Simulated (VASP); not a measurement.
Wanted: the native input for a VASP 6.6.1 run.

```
Task                   : relaxation of cell and atoms
Functional             : PBE
Potentials or basis    : VASP PAW PBE potentials, release 64 (Mo_sv)
Cutoff                 : 520 eV
k mesh                 : 12 × 12 × 12
Occupations            : gaussian, width 0.1 eV
Spin                   : no spin polarisation
Further INCAR settings : ALGO = Normal; EDIFF = 1e-07; IBRION = 2; EDIFFG = -0.002; NSW = 80; ISIF = 3
```

The structure of Mo lies in POSCAR:

```
Mo                                      
1.0
   -1.5810582601      1.5810582601      1.5810582601
    1.5810582601     -1.5810582601      1.5810582601
    1.5810582601      1.5810582601     -1.5810582601
  Mo            
     1
Direct
     0.0000000000000000    0.0000000000000000    0.0000000000000000
```

One way to write it, as run:

INCAR

```
SYSTEM = Mo
PREC = Accurate
ENCUT = 520
EDIFF = 1E-7
ISMEAR = 0
SIGMA = 0.1
LREAL = .False.
LASPH = .True.
NELM = 60
ALGO = Normal
ISIF = 3
LWAVE = .False.
LCHARG = .False.
GGA = PE
IBRION = 2
NSW = 80
EDIFFG = -0.002
```

KPOINTS

```
Automatic mesh
0
Gamma
  12 12 12
  0 0 0
```

Potentials or basis: VASP PAW PBE potentials, release 64 (Mo_sv).

Launch:

```sh
$ cat potpaw_PBE.64/Mo_sv/POTCAR > POTCAR
$ mpirun -np 1 vasp_std > vasp.out
```

Results of the run:

* Pressure after relaxing: 0.0 GPa
* Band gap on the k mesh: none (metal or under the smearing width)

Caveat: the relaxation stopped at its first step, so nothing moved.

It took 5.7 s on 1 thread of Intel(R) Xeon(R) Platinum 8559C (Emerald Rapids), on a shared host, peak memory 0.12 GiB.
